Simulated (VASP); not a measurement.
VASP ran on this input.

**KPOINTS**
```
Automatic
0
G
 12 12 12
```

POSCAR:
```
CdO
1
    0.0000000000     2.3516231723     2.3516231723
    2.3516231723     0.0000000000     2.3516231723
    2.3516231723     2.3516231723    -0.0000000000
Cd O
1 1
Direct
  0.0000000000   0.0000000000   0.0000000000
  0.5000000000   0.5000000000   0.5000000000
```

**INCAR**
```
SYSTEM = CdO
SIGMA = 0.1   # width (eV)
NSW = 60   # most ionic steps
NELM = 100   # most electronic steps
LCHARG = .False.
ALGO = Normal
LASPH = .True.   # aspherical one-centre terms
ENCUT = 520   # plane-wave cut-off (eV)
GGA = PS
PREC = Accurate
ISMEAR = 1   # Methfessel-Paxton
LWAVE = .False.
EDIFFG = -0.01
EDIFF = 1E-6   # SCF stop (eV)
ISIF = 3   # ions, shape and volume
IBRION = 2   # conjugate gradients
LMAXMIX = 4   # l cut-off of mixed one-centre charges
LREAL = .False.   # projection in real space or not
```

POTCAR, in this order: Cd O (PBE.64 set). Program: vasp_std.

Translate this PBEsol calculation to Quantum ESPRESSO's pw.x.

One equivalent input (not run):
```
&CONTROL
  calculation = 'vc-relax'
  pseudo_dir = './pseudo'
  outdir = './out'
  tprnfor = .true.
  tstress = .true.
  nstep = 60
  forc_conv_thr = 0.00039
/
&SYSTEM
  ibrav = 0
  nat = 2
  ntyp = 2
  ecutwfc = 102
  occupations = 'smearing'
  smearing = 'methfessel-paxton'
  degauss = 0.00735
  input_dft = 'pbesol'
/
&ELECTRONS
  conv_thr = 7.3e-08
  electron_maxstep = 100
/
&IONS
/
&CELL
/
ATOMIC_SPECIES
  Cd 112.414 Cd.upf
  O 15.999 O.upf
CELL_PARAMETERS angstrom
     0.0000000    2.3516232    2.3516232
     2.3516232    0.0000000    2.3516232
     2.3516232    2.3516232   -0.0000000
ATOMIC_POSITIONS crystal
  Cd   0.0000000  0.0000000  0.0000000
  O    0.5000000  0.5000000  0.5000000
K_POINTS automatic
  12 12 12 0 0 0
```
Limits of the translation: the potentials are each code's own (VASP's PAW set, PseudoDojo norm-conserving files in pw.x), so ENCUT and ecutwfc are chosen apart and not converted; conv_thr bounds pw.x's estimated SCF error, while EDIFF bounds the energy change between steps; forc_conv_thr acts on force components and is met together with etot_conv_thr.

The structure was generated: CdO was put into the rock salt type (Fm-3m), which need not be its known phase. This run relaxes it. Symmetry was kept, so distortions that lower it aren't found. The start is the result of an earlier pass.
